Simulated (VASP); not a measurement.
Crystal: Cu.

```
Cu
1.0
     0.00000    1.80750    1.80750
     1.80750    0.00000    1.80750
     1.80750    1.80750    0.00000
Cu
1
Direct
  0.00000 0.00000 0.00000
```

Base run:

- Program: VASP 6.6.1
- Functional: PBE
- Potentials or basis: VASP PAW PBE potentials, release 64 (Cu)
- Cutoff: 600 eV
- k mesh: 14 × 14 × 14
- Occupations: gaussian, width 0.1 eV
- Spin: no spin polarisation

Its results: band gap on the k mesh none (metal or under the smearing width); pressure 2.8 GPa.

**Question.** After a change of settings the same cell gave: band gap on the k mesh none (metal or under the smearing width); pressure 3.3 GPa. Which change was it?
A. cutoff from 600 eV to 450 eV
B. cutoff from 600 eV to 520 eV; k mesh from 14 × 14 × 14 to 8 × 8 × 8
C. cutoff from 600 eV to 520 eV; k mesh from 14 × 14 × 14 to 12 × 12 × 12

**Answer.** B.

Caveats: some runs use coarse meshes.

Not every run made on this cell is shown here.
